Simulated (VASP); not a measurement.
Output of a VASP run:

### OSZICAR
```
       N       E                     dE             d eps       ncg     rms          rms(c)
DAV:   1     0.123023594076E+03    0.12302E+03   -0.96198E+03   560   0.160E+03
DAV:   2     0.319379442554E+01   -0.11983E+03   -0.11723E+03   590   0.367E+02
DAV:   3    -0.731515647187E+01   -0.10509E+02   -0.10479E+02   746   0.993E+01
DAV:   4    -0.759395575743E+01   -0.27880E+00   -0.27871E+00   628   0.176E+01
DAV:   5    -0.760541475291E+01   -0.11459E-01   -0.11459E-01   846   0.338E+00    0.463E+00
DAV:   6    -0.755243291301E+01    0.52982E-01   -0.13525E-01   696   0.282E+00    0.293E+00
DAV:   7    -0.755382923240E+01   -0.13963E-02   -0.52212E-02   688   0.133E+00    0.803E-01
DAV:   8    -0.755404966397E+01   -0.22043E-03   -0.72064E-03   632   0.796E-01    0.173E-01
DAV:   9    -0.755417273830E+01   -0.12307E-03   -0.53432E-04   690   0.255E-01    0.295E-02
DAV:  10    -0.755417699719E+01   -0.42589E-05   -0.67711E-05   610   0.793E-02    0.182E-02
DAV:  11    -0.755418309179E+01   -0.60946E-05   -0.38729E-05   620   0.542E-02    0.248E-02
DAV:  12    -0.755418270877E+01    0.38302E-06   -0.29574E-06   662   0.129E-02
   1 F= -.84276035E+01 E0= -.84276035E+01  d E =-.842760E+01
       N       E                     dE             d eps       ncg     rms          rms(c)
DAV:   1    -0.756755766680E+01   -0.13375E-01   -0.51311E-01   680   0.116E+01    0.880E-01
DAV:   2    -0.754924991017E+01    0.18308E-01   -0.31448E-02   680   0.306E+00    0.369E-01
DAV:   3    -0.754481486980E+01    0.44350E-02   -0.13330E-02   686   0.181E+00    0.753E-02
DAV:   4    -0.754470901674E+01    0.10585E-03   -0.36064E-04   598   0.197E-01    0.717E-02
DAV:   5    -0.754465627799E+01    0.52739E-04   -0.56915E-05   816   0.616E-02    0.156E-02
DAV:   6    -0.754465568003E+01    0.59796E-06   -0.52121E-06   590   0.395E-02
   2 F= -.84281190E+01 E0= -.84281190E+01  d E =-.515486E-03
       N       E                     dE             d eps       ncg     rms          rms(c)
DAV:   1    -0.755015594314E+01   -0.54997E-02   -0.51020E-02   680   0.372E+00    0.274E-01
DAV:   2    -0.754838429463E+01    0.17716E-02   -0.30176E-03   680   0.944E-01    0.116E-01
DAV:   3    -0.754794230410E+01    0.44199E-03   -0.13231E-03   686   0.568E-01    0.233E-02
DAV:   4    -0.754792718339E+01    0.15121E-04   -0.35468E-05   598   0.619E-02    0.226E-02
DAV:   5    -0.754791704911E+01    0.10134E-04   -0.56352E-06   702   0.196E-02    0.475E-03
DAV:   6    -0.754791683462E+01    0.21450E-06   -0.49942E-07   286   0.126E-02
   3 F= -.84282221E+01 E0= -.84282221E+01  d E =-.618578E-03
```

### OUTCAR
```
------------------------ aborting loop because EDIFF is reached ----------------------------------------
  Edisp (eV):   -0.88031
  FORCE on cell =-STRESS in cart. coord.  units (eV):
  Direction    XX          YY          ZZ          XY          YZ          ZX
  --------------------------------------------------------------------------------------
  Total      -0.00463    -0.00463    -0.00463    -0.00000    -0.00000     0.00000
  in kB      -0.11839    -0.11839    -0.11839    -0.00000    -0.00000     0.00000
  external pressure =       -0.12 kB  Pullay stress =        0.00 kB
  volume of cell :       62.60
      direct lattice vectors                 reciprocal lattice vectors
     0.000000000  3.151494201  3.151494201    -0.158654901  0.158654901  0.158654901
     3.151494201  0.000000000  3.151494201     0.158654901 -0.158654901  0.158654901
     3.151494201  3.151494201  0.000000000     0.158654901  0.158654901 -0.158654901
 POSITION                                       TOTAL-FORCE (eV/Angst)
 -----------------------------------------------------------------------------------
      0.00000      0.00000      0.00000         0.000000      0.000000      0.000000
      3.15149      3.15149      3.15149         0.000000      0.000000     -0.000000
 -----------------------------------------------------------------------------------
    total drift:                               -0.000000      0.000000      0.000000
  FREE ENERGIE OF THE ION-ELECTRON SYSTEM (eV)
  ---------------------------------------------------
  free  energy   TOTEN  =        -8.4282220757 eV

  energy  without entropy=       -8.4282220757  energy(sigma->0) =       -8.42822208

 reached required accuracy - stopping structural energy minimisation
```
(Selected blocks of OUTCAR.)

### POSCAR
```
SnTe
1
    0.0000000000     3.1600000000     3.1600000000
    3.1600000000     0.0000000000     3.1600000000
    3.1600000000     3.1600000000     0.0000000000
Sn Te
1 1
Direct
  0.0000000000   0.0000000000   0.0000000000
  0.5000000000   0.5000000000   0.5000000000
```

### Question
Reconstruct the remaining input files.

### Answer
This is not unique; one that fits is the input of the run itself, PBE GGA with D4 dispersion, plane waves, VASP's PBE PAW potentials (set 64).

### INCAR
```
SYSTEM = SnTe
PREC = Accurate; ENCUT = 520; LREAL = .FALSE.
LASPH = .TRUE.
EDIFF = 1E-6; NELM = 100; ALGO = Normal
LMAXMIX = 4
ISMEAR = 0; SIGMA = 0.05
GGA = PE; IVDW = 13
IBRION = 2; NSW = 60; ISIF = 3
EDIFFG = -0.01
LWAVE = .FALSE.; LCHARG = .FALSE.
```

KPOINTS:
```
Automatic mesh
0
Gamma
7 7 7
0 0 0
```

POTCAR, in this order: Sn_d Te (PBE.64 set). Program: vasp_std.

The compound is SnTe in the rock salt structure, which distorts at low temperature. This run relaxes it. Symmetry was kept, so distortions that lower it aren't found.
